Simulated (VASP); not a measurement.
Level of theory: TPSS meta-GGA, VASP's PBE PAW potentials (set 64) (plane waves; VASP).

VASP input:

File KPOINTS:
```
Automatic mesh
0
Gamma
10 10 6
0 0 0
```

**INCAR**
```
ALGO=Normal
EDIFF=1E-6
EDIFFG=-0.01
ENCUT=520
IBRION=2
ISIF=3
ISMEAR=1
LASPH=.TRUE.
LCHARG=.FALSE.
LMAXMIX=4
LMIXTAU=.TRUE.
LREAL=.FALSE.
LWAVE=.FALSE.
METAGGA=TPSS
NELM=100
NSW=60
PREC=Accurate
SIGMA=0.1
SYSTEM=Y
```

**POSCAR**
```
Y
1
    1.8250000000    -3.1609930000     0.0000000000
    1.8250000000     3.1609930000     0.0000000000
    0.0000000000     0.0000000000     5.7300000000
Y
2
Direct
  0.3333330000   0.6666670000   0.2500000000
  0.6666670000   0.3333330000   0.7500000000
```

POTCAR, in this order: Y_sv (PBE.64 set). Program: vasp_std.

Output of the run:

**OSZICAR**
```
...
DAV:  74    -0.302350952819E+02    0.47652E-03   -0.35105E-05  2324   0.660E-02    0.441E-01
DAV:  75    -0.302357231067E+02   -0.62782E-03   -0.71811E-05  1694   0.892E-02    0.453E-01
DAV:  76    -0.302354126143E+02    0.31049E-03   -0.54396E-04  1680   0.210E-01    0.509E-01
DAV:  77    -0.302366645541E+02   -0.12519E-02   -0.32561E-04  2450   0.160E-01    0.554E-01
DAV:  78    -0.302364248181E+02    0.23974E-03   -0.98711E-05  2237   0.942E-02    0.529E-01
DAV:  79    -0.302364845075E+02   -0.59689E-04   -0.14207E-05  1985   0.359E-02    0.532E-01
DAV:  80    -0.302365700171E+02   -0.85510E-04   -0.21664E-05  1729   0.396E-02    0.544E-01
DAV:  81    -0.302358644797E+02    0.70554E-03   -0.13835E-04  1704   0.137E-01    0.577E-01
DAV:  82    -0.302367961638E+02   -0.93168E-03   -0.12780E-04  1764   0.816E-02    0.625E-01
DAV:  83    -0.302366786885E+02    0.11748E-03   -0.10412E-04  1694   0.111E-01    0.600E-01
DAV:  84    -0.302368487674E+02   -0.17008E-03   -0.22609E-05  1802   0.505E-02    0.596E-01
DAV:  85    -0.302366117770E+02    0.23699E-03   -0.17975E-05  1680   0.478E-02    0.581E-01
DAV:  86    -0.302365906424E+02    0.21135E-04   -0.19087E-05  1771   0.432E-02    0.558E-01
DAV:  87    -0.302364614192E+02    0.12922E-03   -0.10056E-05  1778   0.287E-02    0.539E-01
DAV:  88    -0.302364062520E+02    0.55167E-04   -0.75232E-06  1427   0.325E-02    0.530E-01
DAV:  89    -0.302363098280E+02    0.96424E-04   -0.52624E-06  1232   0.294E-02    0.513E-01
DAV:  90    -0.302363442915E+02   -0.34463E-04   -0.40954E-06  1253   0.222E-02    0.514E-01
DAV:  91    -0.302362114804E+02    0.13281E-03   -0.67059E-06  1680   0.222E-02    0.499E-01
DAV:  92    -0.302362029080E+02    0.85724E-05   -0.16756E-06  1246   0.139E-02    0.498E-01
DAV:  93    -0.302362152190E+02   -0.12311E-04   -0.20650E-07   847   0.427E-03    0.499E-01
DAV:  94    -0.302362179534E+02   -0.27345E-05   -0.65523E-08   840   0.229E-03    0.499E-01
DAV:  95    -0.302362577600E+02   -0.39807E-04   -0.13105E-06   847   0.112E-02    0.501E-01
DAV:  96    -0.302362859090E+02   -0.28149E-04   -0.66130E-06  1869   0.228E-02    0.493E-01
DAV:  97    -0.302363580702E+02   -0.72161E-04   -0.33060E-06  1232   0.165E-02    0.499E-01
DAV:  98    -0.302363928057E+02   -0.34735E-04   -0.84767E-07   861   0.778E-03    0.498E-01
DAV:  99    -0.302363390598E+02    0.53746E-04   -0.33230E-06  1232   0.231E-02    0.492E-01
DAV: 100    -0.302363037896E+02    0.35270E-04   -0.29234E-06  1232   0.185E-02
   1 F= -.30236304E+02 E0= -.30237346E+02  d E =-.302363E+02
       N       E                     dE             d eps       ncg     rms          rms(c)
DAV:   1    -0.312580271094E+02   -0.10217E+01   -0.24013E+01  2227   0.365E+01    0.730E+00
DAV:   2    -0.302359384637E+02    0.10221E+01   -0.23348E+00  1791   0.124E+01    0.374E+00
DAV:   3    -0.301103963930E+02    0.12554E+00   -0.25258E+00  2401   0.865E+00    0.251E+00
DAV:   4    -0.301468888449E+02   -0.36492E-01   -0.35164E-01  1988   0.354E+00    0.121E+00
DAV:   5    -0.301572469004E+02   -0.10358E-01   -0.10968E-01  1932   0.250E+00    0.615E-01
DAV:   6    -0.302096877877E+02   -0.52441E-01   -0.40848E-02  2802   0.160E+00    0.340E-01
DAV:   7    -0.302090239165E+02    0.66387E-03   -0.29148E-03  1781   0.490E-01    0.209E-01
DAV:   8    -0.302137892451E+02   -0.47653E-02   -0.60321E-03  2796   0.609E-01    0.386E-02
DAV:   9    -0.302144352115E+02   -0.64597E-03   -0.46094E-04  1749   0.192E-01    0.256E-02
DAV:  10    -0.302144414805E+02   -0.62690E-05   -0.38353E-05  2252   0.518E-02    0.223E-02
DAV:  11    -0.302144511867E+02   -0.97062E-05   -0.16212E-05  1916   0.413E-02    0.147E-02
DAV:  12    -0.302144536005E+02   -0.24138E-05   -0.21714E-06  1344   0.142E-02    0.396E-03
DAV:  13    -0.302144536197E+02   -0.19251E-07   -0.14888E-07   861   0.374E-03
   2 F= -.30214454E+02 E0= -.30215285E+02  d E =0.218502E-01
       N       E                     dE             d eps       ncg     rms          rms(c)
DAV:   1    -0.307074621959E+02   -0.49301E+00   -0.10957E+01  2226   0.240E+01    0.510E+00
DAV:   2    -0.302189537842E+02    0.48851E+00   -0.14722E+00  2164   0.893E+00    0.280E+00
DAV:   3    -0.301788237865E+02    0.40130E-01   -0.14633E+00  2472   0.587E+00    0.160E+00
DAV:   4    -0.302076189992E+02   -0.28795E-01   -0.14685E-01  1883   0.239E+00    0.902E-01
DAV:   5    -0.302176957205E+02   -0.10077E-01   -0.45964E-03  1995   0.438E-01    0.746E-01
DAV:   6    -0.302383215013E+02   -0.20626E-01   -0.29569E-02  2585   0.105E+00    0.194E-01
DAV:   7    -0.302388048867E+02   -0.48339E-03   -0.94864E-04  1919   0.221E-01    0.124E-01
DAV:   8    -0.302405859024E+02   -0.17810E-02   -0.14040E-03  2717   0.220E-01    0.623E-02
DAV:   9    -0.302407324550E+02   -0.14655E-03   -0.76522E-05  1800   0.607E-02    0.208E-02
DAV:  10    -0.302407359128E+02   -0.34578E-05   -0.10240E-05  1703   0.274E-02    0.834E-03
DAV:  11    -0.302407456751E+02   -0.97623E-05   -0.32482E-06  1463   0.222E-02    0.343E-03
DAV:  12    -0.302407440431E+02    0.16320E-05   -0.68404E-07   854   0.921E-03    0.211E-03
DAV:  13    -0.302407460411E+02   -0.19979E-05   -0.13504E-07   840   0.314E-03    0.876E-04
DAV:  14    -0.302407455216E+02    0.51944E-06   -0.55670E-08   840   0.184E-03
   3 F= -.30240746E+02 E0= -.30241869E+02  d E =-.444173E-02
       N       E                     dE             d eps       ncg     rms          rms(c)
DAV:   1    -0.302409011518E+02   -0.15511E-03   -0.34408E-03  2304   0.429E-01    0.862E-02
DAV:   2    -0.302407548714E+02    0.14628E-03   -0.39278E-04  2165   0.152E-01    0.466E-02
DAV:   3    -0.302407435211E+02    0.11350E-04   -0.40705E-04  2466   0.103E-01    0.271E-02
DAV:   4    -0.302407464609E+02   -0.29398E-05   -0.47258E-05  1953   0.417E-02    0.158E-02
DAV:   5    -0.302407513887E+02   -0.49278E-05   -0.13832E-06  1148   0.816E-03    0.116E-02
DAV:   6    -0.302407543525E+02   -0.29637E-05   -0.88344E-06  1694   0.160E-02    0.421E-03
DAV:   7    -0.302407544874E+02   -0.13495E-06   -0.50441E-07   840   0.619E-03
   4 F= -.30240754E+02 E0= -.30241878E+02  d E =-.445070E-02
       N       E                     dE             d eps       ncg     rms          rms(c)
DAV:   1    -0.302453626696E+02   -0.46083E-02   -0.21550E-01  1680   0.377E+00    0.364E-01
DAV:   2    -0.302424308105E+02    0.29319E-02   -0.71117E-03  1806   0.657E-01    0.186E-01
DAV:   3    -0.302417042417E+02    0.72657E-03   -0.40394E-03  2058   0.494E-01    0.123E-01
DAV:   4    -0.302416106443E+02    0.93597E-04   -0.45255E-04  1859   0.226E-01    0.536E-02
DAV:   5    -0.302413263821E+02    0.28426E-03   -0.83795E-04  1680   0.318E-01    0.444E-02
DAV:   6    -0.302418474701E+02   -0.52109E-03   -0.19165E-04  1680   0.148E-01    0.114E-02
DAV:   7    -0.302418399011E+02    0.75689E-05   -0.66582E-06  1945   0.205E-02    0.594E-03
DAV:   8    -0.302418556469E+02   -0.15746E-04   -0.71660E-06  1564   0.221E-02    0.259E-03
DAV:   9    -0.302418555627E+02    0.84198E-07   -0.27412E-07   896   0.518E-03
   5 F= -.30241856E+02 E0= -.30242996E+02  d E =-.110108E-02
       N       E                     dE             d eps       ncg     rms          rms(c)
DAV:   1    -0.302431644569E+02   -0.13088E-02   -0.69583E-02  1680   0.214E+00    0.207E-01
DAV:   2    -0.302422230568E+02    0.94140E-03   -0.22718E-03  1806   0.373E-01    0.106E-01
DAV:   3    -0.302419873554E+02    0.23570E-03   -0.13174E-03  2051   0.283E-01    0.693E-02
DAV:   4    -0.302419630152E+02    0.24340E-04   -0.15054E-04  1788   0.131E-01    0.303E-02
DAV:   5    -0.302418701900E+02    0.92825E-04   -0.27090E-04  1680   0.180E-01    0.250E-02
DAV:   6    -0.302420392993E+02   -0.16911E-03   -0.59936E-05  1680   0.826E-02    0.672E-03
DAV:   7    -0.302420369402E+02    0.23591E-05   -0.19690E-06  1589   0.114E-02    0.336E-03
DAV:   8    -0.302420431026E+02   -0.61624E-05   -0.26098E-06  1239   0.137E-02    0.152E-03
DAV:   9    -0.302420429521E+02    0.15045E-06   -0.13835E-07   840   0.372E-03
   6 F= -.30242043E+02 E0= -.30243167E+02  d E =-.128846E-02
```

**OUTCAR**
```
------------------------ aborting loop because EDIFF is reached ----------------------------------------
  FORCE on cell =-STRESS in cart. coord.  units (eV):
  Direction    XX          YY          ZZ          XY          YZ          ZX
  --------------------------------------------------------------------------------------
  Total        0.0025897      0.0025897     -0.0072169      0.0000000     -0.0000000     -0.0000000
  in kB        0.0643132      0.0643132     -0.1792283      0.0000000     -0.0000000     -0.0000000
  external PRESSURE =      -0.0168673 kB  Pullay stress =       0.0000000 kB
  volume of cell :       64.51
      direct lattice vectors                 reciprocal lattice vectors
     1.819896435 -3.152153364  0.000000000     0.274740909 -0.158621724  0.000000000
     1.819896435  3.152153364 -0.000000000     0.274740909  0.158621724  0.000000000
    -0.000000000  0.000000000  5.623012165    -0.000000000  0.000000000  0.177840625
 POSITION                                       TOTAL-FORCE (eV/Angst)
 -----------------------------------------------------------------------------------
      1.81990      1.05072      1.40575         0.000000     -0.000000     -0.000000
      1.81990     -1.05072      4.21726        -0.000000      0.000000      0.000000
 -----------------------------------------------------------------------------------
    total drift:                                0.000000      0.000510     -0.000010
  FREE ENERGIE OF THE ION-ELECTRON SYSTEM (eV)
  ---------------------------------------------------
  free  energy   TOTEN  =       -30.2420429521 eV

  energy  without entropy=      -30.2454161365  energy(sigma->0) =      -30.24316735

 reached required accuracy - stopping structural energy minimisation
```
(Selected blocks of OUTCAR.)

CONTCAR:
```
Y
   1.00000000000000
     1.8198964350408076   -3.1521533638190014    0.0000000000000000
     1.8198964350408076    3.1521533638190014   -0.0000000000000000
    -0.0000000000000000    0.0000000000000000    5.6230121648121010
  Y
     2
Direct
     0.3333330000000032    0.6666669999999968    0.2500000000000000
     0.6666669999999968    0.3333330000000032    0.7500000000000000
```

Energy and stress use the plane-wave basis of the starting cell.

The compound is Y in the hcp structure. This run relaxes it. Symmetry was kept, so distortions that lower it aren't found.
